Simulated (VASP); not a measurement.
Input:

```xyz
5
Lattice="3.9680 0.0000 0.0000 0.0000 3.9680 0.0000 0.0000 0.0000 3.9680" Properties=species:S:1:pos:R:3 pbc="T T T"
Dy     0.0000     0.0000     0.0000
Sc     1.9840     1.9840     1.9840
O      0.0000     1.9840     1.9840
O      1.9840     1.9840     0.0000
O      1.9840     0.0000     1.9840
```

Method: PBEsol GGA, VASP's PBE PAW potentials (set 64) (plane waves; VASP). Settings: 520 eV cut-off, 5×5×5 Γ-centred mesh, Gaussian smearing of 0.050 eV, potentials Dy_3 Sc_sv O.

The 4f electrons are frozen in the core of the lanthanide potential, so 4f levels, which can set the real gap, and their magnetism are missing.

Q: Predict the energy per atom (σ→0), band gap (on the k-mesh) with the smallest direct gap where there is one.

A: 
```
Property                                     Result
-----------------------------------  --------------
band gap (on the k-mesh)                    2.42 eV
smallest direct gap (on the k-mesh)         2.42 eV
energy per atom (σ→0)                -8.571 eV/atom
```

The structure was generated: DyScO3 was put into the cubic-perovskite type (Pm-3m), which need not be its known phase. It was relaxed first, which changed the volume by +7 %. The start is the result of an earlier pass.
